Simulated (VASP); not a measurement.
**AlW3C4 under changes of volume**

One of the cells (10.791 Å³/atom); the others are scaled copies at fixed shape and fractional positions:

```
W Al C
1.0
     2.85112    0.00000    0.00000
     0.00000    2.96693    0.00000
     0.00000    0.00000   10.20509
W Al C
3 1 4
Cartesian
  0.0000 1.4835 5.1194
  0.0000 0.0000 2.5650
  0.0000 1.4835 0.0192
  0.0000 0.0000 7.5405
  1.4256 0.0000 9.4450
  1.4256 1.4835 6.7526
  1.4256 0.0000 4.2624
  1.4256 1.4835 1.7149
```

The cell comes from a database or a generator and needn't be the stable form of this composition.

* Program: VASP 6.6.1
* Functional: PBE
* Potentials or basis: VASP PAW PBE potentials, release 64 (W_sv, Al, C)
* Cutoff: 520 eV
* k mesh: 9 × 9 × 3
* Occupations: fermi-dirac, width 0.05 eV
* Spin: no spin polarisation

| volume (Å³/atom) | energy over the lowest point (meV/atom) | pressure (GPa) | largest force (eV/Å) |
| --- | --- | --- | --- |
| 9.944 | ? | ? | ? |
| 10.156 | 12.60 | 13.4 | 0.247 |
| 10.368 | 0.00 | 5.8 | 0.154 |
| 10.791 | 2.39 | -7.2 | 0.251 |
| 11.002 | 15.57 | -12.7 | 0.379 |
| 11.214 | 35.67 | -17.7 | 0.497 |

**Question.** What does the run at 9.944 Å³/atom give?

**Answer.** Energy over the lowest point 35.78 meV/atom; pressure 21.8 GPa; largest force 0.421 eV/Å.

Worked out: A Birch-Murnaghan fit of order 3 (a polynomial in V^(-2/3)) to the other rows has its minimum at 10.55 Å³/atom with B0 = V·E''(V) = 328 GPa and B' = 4.3 at fixed shape and positions, which overstates the stiffness. It gives 35.85 meV/atom at 9.944 Å³/atom, against the run's 35.78, and -dE/dV = 21.9 GPa, against 21.8.

Energies are extrapolated to zero smearing.
